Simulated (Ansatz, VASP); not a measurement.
**MgI2 in two plane-wave programs**

Aim: how closely do two programs agree when they are given the same cell, functional and k mesh? The cell is taken from a series of VASP runs on this material, whose earlier steps may have relaxed, scaled or displaced it; both programs get it as it stands.

Method: plane waves, with VASP 6.6.1 beside it; band structure at r2SCAN, in Ansatz 0.2.0.

**1. Set-up**

Symmetry: P-3m1, No. 164, trigonal system. Conventional cell: a = 4.123 Å, b = 4.123 Å, c = 6.964 Å, α = 90.00°, β = 90.00°, γ = 120.00°. Nearest to I lie 3 Mg at 2.91 Å. Mg has 6 I at 2.91 Å nearest. Farther neighbours and most contacts between anions are not listed.

Coordinates:

```xyz
3
Lattice="4.1226 0.0000 0.0000 -2.0613 3.5703 0.0000 0.0000 0.0000 6.9638" Properties=species:S:1:pos:R:3 pbc="T T T"
I     2.0613    1.1901    5.2982
I     0.0000    2.3802    1.6655
Mg    0.0000    0.0000    0.0000
```

**2. VASP: band structure, r2SCAN**

The same path points are solved in both programs, so levels can be compared one by one.

Lines of VASP's logs that name or quote its potential files are left out, and so is its time.

File INCAR:

```
SYSTEM = MgI2
PREC = Accurate
ENCUT = 400
EDIFF = 1E-06
NELM = 100
ISMEAR = -1
SIGMA = 0.05
LREAL = .FALSE.
ALGO = Normal
METAGGA = R2SCAN
LASPH = .TRUE.
LORBIT = 11
LWAVE = .FALSE.
LCHARG = .FALSE.
```

File POSCAR:

```
MgI2
1.0
    4.1226219969      0.0000000000      0.0000000000
   -2.0613109984      3.5702953795      0.0000000000
    0.0000000000      0.0000000000      6.9637543950
I Mg
2 1
Direct
    0.6666666667      0.3333333333      0.7608283187
    0.3333333333      0.6666666667      0.2391716813
    0.0000000000      0.0000000000      0.0000000000
```

File KPOINTS:

```
Automatic mesh
0
Gamma
6 6 4
0 0 0
```

File KPOINTS_OPT:

```
Line mode
16
Line-mode
Reciprocal
  0.00000000   0.00000000   0.00000000 GAMMA
  0.50000000   0.00000000   0.00000000 M

  0.50000000   0.00000000   0.00000000 M
  0.33333333   0.33333333   0.00000000 K

  0.33333333   0.33333333   0.00000000 K
  0.00000000   0.00000000   0.00000000 GAMMA

  0.00000000   0.00000000   0.00000000 GAMMA
  0.00000000   0.00000000   0.50000000 A

  0.00000000   0.00000000   0.50000000 A
  0.50000000   0.00000000   0.50000000 L

  0.50000000   0.00000000   0.50000000 L
  0.33333333   0.33333333   0.50000000 H

  0.33333333   0.33333333   0.50000000 H
  0.00000000   0.00000000   0.50000000 A

  0.50000000   0.00000000   0.50000000 L
  0.50000000   0.00000000   0.00000000 M

  0.33333333   0.33333333   0.00000000 K
  0.33333333   0.33333333   0.50000000 H
```

PAW data sets: I and Mg (PBE family, release 64).

Command:

```bash
> mpirun -np 1 vasp_std
```

Numbers of over 12 decimals in the logs are rounded to 6 here.

Output:

```text
[banner, memory and clock lines left out]
running    1 mpi-ranks, on    1 nodes
 distrk:  each k-point on    1 cores,    1 groups
 distr:  one band on    1 cores,    1 groups

 POSCAR found type information on POSCAR I Mg
 POSCAR found :  2 types and       3 ions
|                                                                             |
|               ----> ADVICE to this user running VASP <----                  |
|                                                                             |
|     You enforced a specific xc type in the INCAR file but a different       |
|     [... a line on the potential file left out ...]
|     I HOPE YOU KNOW WHAT YOU ARE DOING!                                     |
|                                                                             |

 LDA part: xc-table for (None), standard interpolation
 POSCAR, INCAR and KPOINTS ok, starting setup
 FFT: planning ... GRIDC
 FFT: planning ... GRID_SOFT
 FFT: planning ... GRID
 WAVECAR not read
 entering main loop
       N       E                     dE             d eps       ncg     rms          rms(c)
DAV:   1     0.232741995947E+02    0.23274E+02   -0.53374E+03   576   0.876E+02
DAV:   2    -0.539275374488E+02   -0.77202E+02   -0.70964E+02   832   0.143E+02
DAV:   3    -0.593019101993E+02   -0.53744E+01   -0.53538E+01   724   0.466E+01
DAV:   4    -0.593867626078E+02   -0.84852E-01   -0.84838E-01   716   0.745E+00
DAV:   5    -0.593882205788E+02   -0.14580E-02   -0.14579E-02   724   0.956E-01    0.443E+00
DAV:   6    -0.569059692047E+02    0.24823E+01   -0.65867E-01   608   0.643E+00    0.388E+00
DAV:   7    -0.569177103949E+02   -0.11741E-01   -0.15738E-01   684   0.265E+00    0.113E+00
DAV:   8    -0.569185585573E+02   -0.84816E-03   -0.40142E-03   656   0.492E-01    0.513E-01
DAV:   9    -0.569190729358E+02   -0.51438E-03   -0.13347E-03   684   0.325E-01    0.139E-01
DAV:  10    -0.569190574942E+02    0.15442E-04   -0.11018E-04   688   0.887E-02    0.462E-02
DAV:  11    -0.569190682702E+02   -0.10776E-04   -0.19677E-05   712   0.336E-02    0.180E-02
DAV:  12    -0.569190687383E+02   -0.46811E-06   -0.27667E-06   672   0.150E-02
   1 F= -.56919069E+02 E0= -.56919069E+02  d E =-.720425E-10
 Start KPOINTS_OPT (optional k-point list driver)
k-point batch [1-24\144]
       N       E                     dE             ncg
DAV:   1     0.127337241357E+04   -0.54464E+04      576
DAV:   2    -0.664767260280E+03   -0.19381E+04      856
DAV:   3    -0.802819474418E+03   -0.13805E+03      720
DAV:   4    -0.805326313933E+03   -0.25068E+01      784
DAV:   5    -0.805365326441E+03   -0.39013E-01      736
DAV:   6    -0.805366827923E+03   -0.15015E-02      844
DAV:   7    -0.805366867983E+03   -0.40060E-04      632
DAV:   8    -0.805366870440E+03   -0.24572E-05      588
DAV:   9    -0.805366870509E+03   -0.68635E-07      476
[...]
k-point batch [121-144\144]
       N       E                     dE             ncg
DAV:   1     0.956149887571E+03   -0.96057E+04      576
DAV:   2    -0.786254325794E+03   -0.17424E+04      732
DAV:   3    -0.915950749329E+03   -0.12970E+03      712
DAV:   4    -0.918693677706E+03   -0.27429E+01      792
DAV:   5    -0.918738747915E+03   -0.45070E-01      724
DAV:   6    -0.918740557287E+03   -0.18094E-02      828
DAV:   7    -0.918740600117E+03   -0.42831E-04      624
DAV:   8    -0.918740602599E+03   -0.24813E-05      532
DAV:   9    -0.918740602735E+03   -0.13681E-06      448
```

From OUTCAR (step 2):

```text
ion  position               nearest neighbor table
   1  0.667  0.333  0.761-   3 2.91   3 2.91   3 2.91
   2  0.333  0.667  0.239-   3 2.91   3 2.91   3 2.91
   3  0.000  0.000  0.000-   1 2.91   2 2.91   2 2.91   1 2.91   1 2.91   2 2.91

  LATTYP: Found a hexagonal cell.
 ALAT       =     4.1226219969
 C/A-ratio  =     1.6891566581

 Subroutine GETGRP returns: Found 12 space group operations
 (whereof 12 operations were pure point group operations)

The static configuration has the point symmetry D_3d.

 Found     24 irreducible k-points:

   k-points           NKPTS =     24   k-points in BZ     NKDIM =     24   number of bands    NBANDS=     12

   dimension x,y,z NGX =    28 NGY =   28 NGZ =   48
   dimension x,y,z NGXF=    56 NGYF=   56 NGZF=   96

   ENCUT  =  400.0 eV  29.40 Ry    5.42 a.u.   6.72  6.72 11.36*2*pi/ulx,y,z

   NELECT =      16.0000    total number of electrons

 k-points in reciprocal lattice and weights: Automatic mesh
   0.00000000  0.00000000  0.00000000       0.007
   0.16666667  0.00000000  0.00000000       0.042
   0.33333333 -0.00000000  0.00000000       0.042
   0.50000000  0.00000000  0.00000000       0.021
   0.16666667  0.16666667  0.00000000       0.042
   0.33333333  0.16666667  0.00000000       0.083
   0.33333333  0.33333333  0.00000000       0.014
   0.00000000  0.00000000  0.25000000       0.014
   0.16666667  0.00000000  0.25000000       0.042
[...]
0.33333333  0.16666667  0.50000000       0.083
   0.33333333  0.33333333  0.50000000       0.014

 average (electrostatic) potential at core
       1 -97.3566       2 -97.3566       3 -42.3288

 E-fermi :   3.0323

 k-point     1 :       0.0000    0.0000    0.0000
  band No.  band energies     occupation
    ...
      4       1.5785      2.00000
      5       1.5785      2.00000
      6       1.9381      2.00000
      7       1.9676      2.00000
      8       1.9676      2.00000
      9       6.6141      0.00000
     10       7.5145      0.00000
     11       9.3667      0.00000
     12       9.3667      0.00000

 k-point     2 :       0.1667    0.0000    0.0000
  band No.  band energies     occupation
    ...
      4       0.5618      2.00000
      5       1.0987      2.00000
      6       1.2615      2.00000
      7       1.8591      2.00000
      8       1.8944      2.00000
      9       7.4268      0.00000
     10       8.1003      0.00000
     11       8.9257      0.00000
     12       9.7876      0.00000

 k-point     3 :       0.3333   -0.0000    0.0000
  band No.  band energies     occupation
    ...
      4      -0.6732      2.00000
      5       0.0120      2.00000
      6       0.8030      2.00000
      7       1.5090      2.00000
      8       1.6574      2.00000
      9       6.7030      0.00000
     10       8.1734      0.00000
     11       8.4911      0.00000
     12       9.7978      0.00000

  Total        0.7535137      0.7535137      0.5188340      0.0000000      0.0000000     -0.0000000
  in kB       11.7782454     11.7782454      8.1099455      0.0000000      0.0000000     -0.0000000
  external PRESSURE =      10.5554788 kB  Pullay stress =       0.0000000 kB

  energy-cutoff  :      400.00
  volume of cell :      102.50
      direct lattice vectors                 reciprocal lattice vectors
     4.122621997  0.000000000  0.000000000     0.242564077  0.140044435  0.000000000
    -2.061310998  3.570295380  0.000000000     0.000000000  0.280088870  0.000000000
     0.000000000  0.000000000  6.963754395     0.000000000  0.000000000  0.143600699

 POSITION                                       TOTAL-FORCE (eV/Angst)
 -----------------------------------------------------------------------------------
      2.06131      1.19010      5.29822        -0.000000      0.000000     -0.056845
     -0.00000      2.38020      1.66553         0.000000      0.000000      0.056845
      0.00000      0.00000      0.00000         0.000000      0.000000      0.000000
 -----------------------------------------------------------------------------------
    total drift:                                0.000000     -0.000000      0.000000

  FREE ENERGIE OF THE ION-ELECTRON SYSTEM (eV)
  ---------------------------------------------------
  free  energy   TOTEN  =       -56.9190687383 eV

  energy  without entropy=      -56.9190687382  energy(sigma->0) =      -56.91906874

 total charge
# of ion       s       p       d       tot
------------------------------------------
    1        1.504   2.880   0.013   4.397
    2        1.504   2.880   0.013   4.397
    3        0.126   0.110   0.028   0.264
--------------------------------------------------
tot          3.134   5.870   0.054   9.059

[... 3 further parts left out ...]
```

The run ends at a pressure of 1.06 GPa, with forces up to 0.057 eV/Å.

**3. Ansatz: band structure, r2SCAN**

Ansatz runs on its default PAW (the set named soft_2) files.

The same cell, functional, mesh and smearing now go to Ansatz, which takes its cutoff from its data sets.

File input.yaml:

```yaml
crystal:
  lattice:
    - [4.1226219969, 0.0, 0.0]
    - [-2.0613109984, 3.5702953795, 0.0]
    - [0.0, 0.0, 6.963754395]
  atoms:
    - { symbol: I, position: [0.6666666667, 0.3333333333, 0.7608283187] }
    - { symbol: I, position: [0.3333333333, 0.6666666667, 0.2391716813] }
    - { symbol: Mg, position: [0.0, 0.0, 0.0] }
hamiltonian:
  xc: r2scan
  pseudopotentials: { kind: paw }
kpoints:
  mp_grid: { grid: [6, 6, 4] }
  band_path:
    path:
      - [0.0, 0.0, 0.0]
      - [0.13333, 0.0, 0.0]
      - [0.3, 0.0, 0.0]
      - [0.46667, 0.0, 0.0]
      - [0.46667, 0.06667, 0.0]
      - [0.41111, 0.17778, 0.0]
      - [0.35556, 0.28889, 0.0]
      - [0.28889, 0.28889, 0.0]
      - [0.17778, 0.17778, 0.0]
      - [0.06667, 0.06667, 0.0]
      - [0.0, 0.0, 0.03333]
      - [0.0, 0.0, 0.2]
      - [0.0, 0.0, 0.36667]
      - [0.0, 0.0, 0.5]
      - [0.16667, 0.0, 0.5]
      - [0.3, 0.0, 0.5]
      - [0.46667, 0.0, 0.5]
      - [0.46667, 0.06667, 0.5]
      - [0.41111, 0.17778, 0.5]
      - [0.35556, 0.28889, 0.5]
      - [0.28889, 0.28889, 0.5]
      - [0.17778, 0.17778, 0.5]
      - [0.06667, 0.06667, 0.5]
      - [0.5, 0.0, 0.46667]
      - [0.5, 0.0, 0.3]
      - [0.5, 0.0, 0.13333]
      - [0.33333, 0.33333, 0.0]
      - [0.33333, 0.33333, 0.16667]
      - [0.33333, 0.33333, 0.33333]
      - [0.33333, 0.33333, 0.5]
    npoints: 1
scf:
  occupations: { method: fermi_dirac, width: 0.05 }
  n_extra_bands: 7
output:
  forces: true
  stress: true
  eigenvalues: true
  write_density: true
  write_potential: true
  elf: true
  volumetric_format: npy
```

Command:

```bash
> ansatz run input.yaml --threads 2 --pin off --max-ram 4608MiB --backend cpu --events-out ev --progress --plain --runs-dir out
```

Output:

```text
scf.n_extra_bands = 7 over 22 filled bands (N_el = 44.0): the run solves 29 bands
Engine: ansatz 0.2.0, x86_64-unknown-linux-gnu
Pseudopotentials: kind: paw
Pseudopotential: I, paw, valence charge 17, recommended cutoff 500 eV (meta_gga), I.paw.azcp
Pseudopotential: Mg, paw, valence charge 10, recommended cutoff 500 eV (meta_gga), Mg.paw.azcp
Functional definition: r2SCAN
  parameter k0 = 0.174
  parameter k1 = 0.065
  parameter a1 = 4.9479
  exchange = r2scan_x(k0 = k0, k1 = k1, a1 = a1)
  correlation = r2scan_c
Crystal: 3 atoms, lattice volume = 102.499 Å³
Basis set: ecut = 500 eV, 2623 PW (Γ), exchange–correlation on 128×128×216 points (64 copies of the dense FFT grid, shifted against one another)
Bands: 29, of which v1, the nominal top of the filled ones, is band 22 counted from 1 (21 counted from 0)
Symmetry: 12 space group operations
Space group: P-3m1 (ITA 164), of the structure as read, at distance tolerance 4.7e-5 Å
k-points: 24 of 144
Non-local potential: I, projectors of the file, l = 0: 2, l = 1: 2, l = 2: 2, l = 3: 2
Non-local potential: Mg, projectors of the file, l = 0: 3, l = 1: 2, l = 2: 1
PAW form: soft (Blöchl's): semilocal exchange-correlation on the pseudo side does not see the compensation charge
PAW frozen core: I, regenerated for the run's functional (the file was generated under x = pbe(κ = 0.804, μ = 0.219515), c = pbe(β = 0.066725))
PAW frozen core: Mg, regenerated for the run's functional (the file was generated under x = pbe(κ = 0.804, μ = 0.219515), c = pbe(β = 0.066725))
PAW one-centre angular grid: I, 590 points (default); XC on 160 Gauss nodes
PAW one-centre angular grid: Mg, 302 points (default); XC on 224 Gauss nodes
Initial density: superposition of atomic densities (neutral atoms: chi_scale 0, normalization atom), corrected by the library's trained network
Initial wavefunctions: pseudopotential atomic-orbital guess
Functional: x = r2scan, c = r2scan; τ floored in thin density (d = 2e-4 eV/Å³)
SCF iter   1: F=—  HF=-16986.089221 eV  |F-HF|=—  |Δ(HF+E_count)|=         —  Δρ=4.23e-3  dr2=1.52e-2  dr2_τ=2.59e-3  ethr=1.77e-3  ⟨swp⟩=8.0  Hψ=3634  notcnv=0  defer=7
preconditioner: auto → Resta (q_TF=auto, 2.370 Å⁻¹)  ε∞=2.6  [insulator: Δε(μ)=4.192 eV  Ē_g=11.744 eV  σ=0.050 eV  W_gap=1.00  n_scr=22 (ndim 8)  ℏωp=14.7 eV  f_vac=0.108  D(μ)=0.00/eV (n_scr^D=0)  ε∞_Penn≈2.6]
SCF iter   2: F=—  HF=-16986.123985 eV  |F-HF|=—  |Δ(HF+E_count)|=   3.48e-2  Δρ=1.94e-3  dr2=4.24e-3  dr2_τ=7.39e-5  ethr=3.45e-5  ⟨swp⟩=2.2  Hψ=1547  notcnv=0  defer=45
SCF iter   3: F=—  HF=-16986.124194 eV  |F-HF|=—  |Δ(HF+E_count)|=   2.09e-4  Δρ=5.20e-4  dr2=2.66e-4  dr2_τ=1.07e-5  ethr=9.65e-6  ⟨swp⟩=3.0  Hψ=1179  notcnv=0  defer=45
SCF iter   4: F=—  HF=-16986.124263 eV  |F-HF|=—  |Δ(HF+E_count)|=   6.90e-5  Δρ=1.06e-4  dr2=1.03e-5  dr2_τ=2.48e-7  ethr=6.04e-7  ⟨swp⟩=2.9  Hψ=1165  notcnv=0  defer=45
SCF iter   5: F=—  HF=-16986.124266 eV  |F-HF|=—  |Δ(HF+E_count)|=   2.45e-6  Δρ=1.62e-5  dr2=2.73e-7  dr2_τ=9.06e-9  ethr=2.34e-8  ⟨swp⟩=2.0  Hψ=843  notcnv=0  defer=45
SCF iter   6: F=-16986.124266 eV  HF=-16986.124266 eV  |F-HF|=4.35e-8  |Δ(HF+E_count)|=   4.27e-8  Δρ=6.86e-6  dr2=6.92e-8  dr2_τ=1.39e-9  ethr=2.27e-10  ⟨swp⟩=16.1  Hψ=5174  notcnv=0
SCF 1 converged in 6 iterations: F = -16986.124266 eV  dr2 = 6.92e-8
  greatest PAW one-centre occupation: 1.000 electrons in one spin orbital (limit 2), on the Mg atom at site 2 (counted from 0), in its partial waves of l = 0
NSCF: frozen V_eff on 30 k-points
SCF converged after 6 iterations
Free energy (F): -16986.124266 eV
Harris-Foulkes:  -16986.124266 eV  (|F-HF|=4.35e-8)
Internal energy: -16986.124266 eV  (E = F + TS)
E sigma→0 (E₀):  -16986.124266 eV
Fermi energy:    6.676839 eV
--- Per-component energies (eV) ---
  E_band       = -1169.246184
  E_kinetic    = 453.780791
  E_local      = -5879.983201  (includes V_loc(G=0)·N_el)
  E_nonlocal   = -84.887040
  E_hartree    = 2771.787284
  E_xc         = -269.477972
  E_vxc        = -319.159321  (∫ρ·V_xc dr)
  E_paw        = -9975.214645  (= ΣΔE_a)
  E_vpaw       = -901.338540  (= ΣTr[D̂ρ^β])
  E_aug_tail   = -0.000056  (compensation charges beyond the density's cutoff)
  E_vtau       = 18.769159  (kinetic-family band-sum trace: ∫τ·v_τ [+ j·A + Jᵃ·Aᵃ] dr)
  E_ewald      = -4002.249324
  E_core_change = 0.119898  (= ΣΔE_core)
  E_smearing   = -0.000000  (= −TS)
  E_closure    = 0.000000  (closes the sum)
  Σ components = -16986.124266   (vs F -16986.124266, Δ=0.00e0)
--- Forces (eV/Å), atoms counted from 1 ---
  atom   1  I     -0.00000000     0.00000000    -0.07434469
  atom   2  I      0.00000000    -0.00000000     0.07434469
  atom   3  Mg    -0.00000000     0.00000000    -0.00000000
  max |Σ_I F_I| component: 4.63e-18 eV/Å
--- Stress (GPa, compression-positive) ---
        1.287309      -0.000000       0.000000
       -0.000000       1.287309       0.000000
        0.000000       0.000000       0.910222
  P = ⅓ Tr σ = 1.1616 GPa (11.616 kbar)
--- Band table (eV; the first three rows and the last of 24) ---
  k-point 0: bands = [... 18 lower, 4.1770, 4.5346, 4.5675, 4.5675, 9.2395, 10.1313, 12.0055, 12.0055, ... 3 higher]
  k-point 1: bands = [... 18 lower, 4.2127, 4.2127, 4.5297, 4.5297, 9.7288, 10.1869, 11.9150, 11.9150, ... 3 higher]
  k-point 2: bands = [... 18 lower, 4.2602, 4.2602, 4.4801, 4.4801, 10.1593, 10.2336, 11.8378, 11.8378, ... 3 higher]
  k-point 23: bands = [... 18 lower, 1.7842, 2.3448, 3.9892, 3.9892, 10.1087, 11.0090, 11.0090, 12.4730, ... 3 higher]
```

The job ended after 5.2 s (2 threads of Intel Xeon 6975P-C (Granite Rapids), shared host; peak memory 0.65 GiB; 9.1 s of CPU time).

In the SCF lines HF is the Harris–Foulkes energy and dr2 the Hartree energy of the density residual, in eV; the loop may stop once dr2 is under the threshold and the program's other checks hold. Hψ counts applications of the Hamiltonian.

**4. Differences**

Known differences besides the potentials themselves: VASP keeps PBE cores, Ansatz makes them for the functional; the data sets hold 44 valence electrons in Ansatz (default PAW (the set named soft_2) files) and 16 in VASP; the cutoff is 500 eV in Ansatz and 400 eV in VASP. Total energies have different zeros and are not compared.

Compared:

| quantity | Ansatz | VASP | difference |
| --- | --- | --- | --- |
| pressure (GPa) | 1.16 | 1.06 | +0.11 |
| gap over the path points (eV) | 4.214 | 4.185 | +0.029 |

Forces (eV/Å; atoms numbered as in POSCAR):

| atom | Ansatz x, y, z | VASP x, y, z |
| --- | --- | --- |
| I1 | 0.000, 0.000, -0.074 | 0.000, 0.000, -0.057 |
| I2 | 0.000, 0.000, 0.074 | 0.000, 0.000, 0.057 |
| Mg3 | 0.000, 0.000, 0.000 | 0.000, 0.000, 0.000 |

Levels at points of the path, from each program's valence-band top (eV; 4 filled, then empty):

| k (reciprocal lattice) | Ansatz | VASP |
| --- | --- | --- |
| 0.000 0.000 0.000 | -0.39 -0.03 0.00 0.00 4.67 5.56 | -0.39 -0.03 0.00 0.00 4.65 5.55 |
| 0.133 0.000 0.000 | -0.61 -0.61 -0.08 -0.04 5.32 6.14 | -0.61 -0.61 -0.07 -0.04 5.29 6.12 |
| 0.300 0.000 0.000 | -1.82 -1.08 -0.37 -0.26 4.95 6.27 | -1.82 -1.09 -0.36 -0.26 4.92 6.25 |
| 0.467 0.000 0.000 | -1.87 -1.34 -0.85 -0.43 4.33 6.06 | -1.86 -1.35 -0.84 -0.43 4.30 6.04 |
| 0.467 0.067 0.000 | -1.82 -1.47 -0.88 -0.55 4.43 6.10 | -1.82 -1.48 -0.87 -0.55 4.40 6.09 |
| 0.411 0.178 0.000 | -1.99 -1.73 -1.07 -0.92 4.69 6.66 | -1.99 -1.73 -1.07 -0.92 4.67 6.64 |
| 0.356 0.289 0.000 | -2.40 -1.88 -1.27 -1.09 4.61 7.97 | -2.40 -1.89 -1.27 -1.08 4.58 7.95 |
| 0.289 0.289 0.000 | -2.31 -1.73 -1.40 -0.94 4.68 7.84 | -2.31 -1.74 -1.40 -0.94 4.65 7.82 |
| 0.178 0.178 0.000 | -2.14 -1.04 -0.75 -0.33 5.45 7.08 | -2.14 -1.04 -0.75 -0.33 5.42 7.06 |
| 0.067 0.067 0.000 | -0.71 -0.34 -0.08 -0.06 5.20 6.11 | -0.71 -0.34 -0.07 -0.05 5.18 6.09 |

The forces differ by 8.2 meV/Å r.m.s., which is 30.8 % of the r.m.s. force of 0.03 eV/Å (both taken over all components). Among the levels compared at these points, filled levels agree within 4 meV and empty ones within 32 meV. Ansatz's pressure holds a Pulay correction of 0.02 GPa; VASP's holds none.

**5. What came out**

* difference in gap over the path points (band structure, r2SCAN): 0.029 eV
* r.m.s. force difference (band structure, r2SCAN): 8.2 meV/Å

What this shows: The r.m.s. force difference is 8.2 meV/Å (band structure, r2SCAN), within the 12 meV/Å picked in this series as the mark of a large difference. Such differences can come from data sets, numerical settings and the points named under the comparisons, not from the functional's error against experiment.

[Lines on the potential files, build, host, timing and source positions are cut from VASP's logs without a mark.]

[Logs are printed without paths, hosts, clocks, repeated set-up lines and the standing remarks that a program may print on its own settings, such as how far it seeks lower states.]

[Hosts, paths, dates, database ids (printed as entryN), source tags and the programs' standing remarks are cut or masked in the printed files.]
